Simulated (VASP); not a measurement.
Output of a VASP run:

OSZICAR:
```
...
RMM:   6    -0.520905509155E+03   -0.29201E-05   -0.33043E-05   245   0.122E-02
   8 F= -.52090551E+03 E0= -.52090551E+03  d E =-.958776E-02
       N       E                     dE             d eps       ncg     rms          rms(c)
DAV:   1    -0.520905568577E+03   -0.62342E-04   -0.88363E-03   424   0.237E-01    0.254E-02
RMM:   2    -0.520905572894E+03   -0.43167E-05   -0.16126E-04   356   0.300E-02    0.118E-02
RMM:   3    -0.520905571720E+03    0.11742E-05   -0.31775E-05   248   0.123E-02    0.578E-03
RMM:   4    -0.520905571951E+03   -0.23088E-06   -0.63443E-06   214   0.518E-03
   9 F= -.52090557E+03 E0= -.52090557E+03  d E =-.965055E-02
       N       E                     dE             d eps       ncg     rms          rms(c)
DAV:   1    -0.520908390342E+03   -0.28186E-02   -0.46200E-01   360   0.173E+00    0.179E-01
RMM:   2    -0.520908510974E+03   -0.12063E-03   -0.78724E-03   356   0.209E-01    0.809E-02
RMM:   3    -0.520908446121E+03    0.64853E-04   -0.17355E-03   359   0.864E-02    0.398E-02
RMM:   4    -0.520908465324E+03   -0.19203E-04   -0.41618E-04   376   0.379E-02    0.190E-02
RMM:   5    -0.520908468015E+03   -0.26911E-05   -0.48118E-05   286   0.156E-02
  10 F= -.52090847E+03 E0= -.52090847E+03  d E =-.289606E-02
       N       E                     dE             d eps       ncg     rms          rms(c)
DAV:   1    -0.520908470717E+03   -0.53928E-05   -0.15792E-04   376   0.313E-02    0.438E-03
RMM:   2    -0.520908471046E+03   -0.32932E-06   -0.57369E-06   202   0.569E-03    0.247E-03
RMM:   3    -0.520908471137E+03   -0.90913E-07   -0.99120E-07   149   0.237E-03    0.140E-03
RMM:   4    -0.520908471140E+03   -0.30122E-08   -0.70588E-08    70   0.149E-03
  11 F= -.52090847E+03 E0= -.52090847E+03  d E =-.289919E-02
       N       E                     dE             d eps       ncg     rms          rms(c)
DAV:   1    -0.520909595435E+03   -0.11243E-02   -0.17290E-01   360   0.106E+00    0.105E-01
RMM:   2    -0.520909601855E+03   -0.64204E-05   -0.25602E-03   356   0.119E-01    0.463E-02
RMM:   3    -0.520909577479E+03    0.24376E-04   -0.58772E-04   359   0.502E-02    0.217E-02
RMM:   4    -0.520909584860E+03   -0.73815E-05   -0.12737E-04   372   0.215E-02    0.110E-02
RMM:   5    -0.520909585882E+03   -0.10213E-05   -0.16926E-05   219   0.906E-03
  12 F= -.52090959E+03 E0= -.52090959E+03  d E =-.111474E-02
       N       E                     dE             d eps       ncg     rms          rms(c)
DAV:   1    -0.520909606230E+03   -0.21369E-04   -0.33770E-03   416   0.148E-01    0.148E-02
RMM:   2    -0.520909606941E+03   -0.71144E-06   -0.55220E-05   305   0.174E-02    0.667E-03
RMM:   3    -0.520909606722E+03    0.21894E-06   -0.12320E-05   208   0.732E-03    0.342E-03
RMM:   4    -0.520909606884E+03   -0.16202E-06   -0.25836E-06   198   0.312E-03
  13 F= -.52090961E+03 E0= -.52090961E+03  d E =-.113574E-02
       N       E                     dE             d eps       ncg     rms          rms(c)
DAV:   1    -0.520910090717E+03   -0.48399E-03   -0.64910E-02   360   0.646E-01    0.666E-02
RMM:   2    -0.520910123247E+03   -0.32530E-04   -0.11499E-03   356   0.799E-02    0.308E-02
RMM:   3    -0.520910119009E+03    0.42381E-05   -0.22826E-04   361   0.322E-02    0.162E-02
RMM:   4    -0.520910120225E+03   -0.12162E-05   -0.50439E-05   276   0.140E-02
  14 F= -.52091012E+03 E0= -.52091012E+03  d E =-.513341E-03
```

File OUTCAR:
```
------------------------ aborting loop because EDIFF is reached ----------------------------------------
  FORCE on cell =-STRESS in cart. coord.  units (eV):
  Direction    XX          YY          ZZ          XY          YZ          ZX
  --------------------------------------------------------------------------------------
  Total       -5.6035797     -5.3278021     -0.9811487     -0.1368870     -0.1924901      0.1384655
  in kB      -11.8810777    -11.2963559     -2.0802959     -0.2902368     -0.4081301      0.2935837
  external PRESSURE =      -8.4192432 kB  Pullay stress =       0.0000000 kB
  volume of cell :      755.65
      direct lattice vectors                 reciprocal lattice vectors
     4.640980826 -8.038414841  0.000000000     0.107735847 -0.062201318  0.000000000
     4.640980826  8.038414841  0.000000000     0.107735847  0.062201318  0.000000000
     0.000000000  0.000000000 10.127683410     0.000000000  0.000000000  0.098739263
  FREE ENERGIE OF THE ION-ELECTRON SYSTEM (eV)
  ---------------------------------------------------
  free  energy   TOTEN  =      -520.9101202254 eV

  energy  without entropy=     -520.9101202254  energy(sigma->0) =     -520.91012023

 reached required accuracy - stopping structural energy minimisation
```
(Selected blocks of OUTCAR.)

**POSCAR**
```
C35Si36
1
    4.6409808260    -8.0384148411     0.0000000000
    4.6409808260     8.0384148411     0.0000000000
    0.0000000000     0.0000000000    10.1276834096
Si C
36 35
Direct
  0.0000000000   0.0000000000   0.0000000000
  0.0000000000   0.0000000000   0.5000000000
  0.2222220000   0.1111110000   0.7501800000
  0.1111110000   0.2222220000   0.2501800000
  0.0000000000   0.3333330000   0.0000000000
  0.0000000000   0.3333330000   0.5000000000
  0.2222220000   0.4444440000   0.7501800000
  0.1111110000   0.5555560000   0.2501800000
  0.0000000000   0.6666670000   0.0000000000
  0.0000000000   0.6666670000   0.5000000000
  0.2222220000   0.7777780000   0.7501800000
  0.1111110000   0.8888890000   0.2501800000
  0.3333330000   0.0000000000   0.0000000000
  0.3333330000   0.0000000000   0.5000000000
  0.5555560000   0.1111110000   0.7501800000
  0.4444440000   0.2222220000   0.2501800000
  0.3333330000   0.3333330000   0.0000000000
  0.3300310000   0.3332480000   0.4969770000
  0.5564400000   0.4404130000   0.7549570000
  0.4444440000   0.5555560000   0.2501800000
  0.3333330000   0.6666670000   0.0000000000
  0.3333330000   0.6666670000   0.5000000000
  0.5555560000   0.7777780000   0.7501800000
  0.4444440000   0.8888890000   0.2501800000
  0.6666670000   0.0000000000   0.0000000000
  0.6666670000   0.0000000000   0.5000000000
  0.8888890000   0.1111110000   0.7501800000
  0.7777780000   0.2222220000   0.2501800000
  0.6666670000   0.3333330000   0.0000000000
  0.6635520000   0.3261800000   0.5007350000
  0.8888890000   0.4444440000   0.7501800000
  0.7777780000   0.5555560000   0.2501800000
  0.6666670000   0.6666670000   0.0000000000
  0.6618640000   0.6617280000   0.5027270000
  0.8888890000   0.7777780000   0.7501800000
  0.7777780000   0.8888890000   0.2501800000
  0.0000000000   0.0000000000   0.8121600000
  0.0000000000   0.0000000000   0.3121600000
  0.2185570000   0.1135390000   0.5656620000
  0.1111110000   0.2222220000   0.0632900000
  0.0000000000   0.3333330000   0.8121600000
  0.0000000000   0.3333330000   0.3121600000
  0.2160780000   0.4405860000   0.5642800000
  0.1111110000   0.5555560000   0.0632900000
  0.0000000000   0.6666670000   0.8121600000
  0.0000000000   0.6666670000   0.3121600000
  0.2222220000   0.7777780000   0.5632900000
  0.1111110000   0.8888890000   0.0632900000
  0.3333330000   0.0000000000   0.8121600000
  0.3333330000   0.0000000000   0.3121600000
  0.5524790000   0.1052940000   0.5598400000
  0.4444440000   0.2222220000   0.0632900000
  0.3282700000   0.3277070000   0.8157270000
  0.3381960000   0.3328560000   0.3101390000
  0.4444440000   0.5555560000   0.0632900000
  0.3333330000   0.6666670000   0.8121600000
  0.3333330000   0.6666670000   0.3121600000
  0.5596090000   0.7761190000   0.5594110000
  0.4444440000   0.8888890000   0.0632900000
  0.6666670000   0.0000000000   0.8121600000
  0.6666670000   0.0000000000   0.3121600000
  0.8888890000   0.1111110000   0.5632900000
  0.7777780000   0.2222220000   0.0632900000
  0.6678280000   0.3297450000   0.8095640000
  0.6648630000   0.3314210000   0.3160910000
  0.8938110000   0.4461390000   0.5644810000
  0.7777780000   0.5555560000   0.0632900000
  0.6624090000   0.6662080000   0.8157370000
  0.6608320000   0.6652390000   0.3090590000
  0.8833370000   0.7735420000   0.5670110000
  0.7777780000   0.8888890000   0.0632900000
```

### Question
Write an INCAR and KPOINTS that could have produced this output.

### Answer
One answer among several that fit: the input of the run itself, PBE GGA, plane waves, VASP's PBE PAW potentials (set 64).

**KPOINTS**
```
K-points
0
G
  1 1 1
```

INCAR:
```
# general
SYSTEM = C35Si36
PREC   = Normal
ENCUT  = 400
LREAL  = Auto
LASPH  = .TRUE.
ISYM   = 0

# electronic loop
EDIFF  = 1E-5
NELM   = 100
NELMIN = 4
ALGO   = Fast

# smearing
ISMEAR = 0
SIGMA  = 0.05

# functional
GGA    = PE

# ions
IBRION = 2
NSW    = 60
ISIF   = 2
EDIFFG = -0.03

# output
LWAVE  = .TRUE.
LCHARG = .FALSE.
```

POTCAR, in this order: Si C (PBE.64 set). Program: vasp_gam.

At this cut-off the stress carries a Pulay error, which pulls relaxed volumes low. The supercell is sampled at Γ alone, which is coarse: total energies, pressure and levels can be off, energies of defects by several tenths of an eV.

The cell is a supercell with a defect, built from SiC (4h): vac_C. The run is not spin-polarised, so no state with unpaired spins was tried.
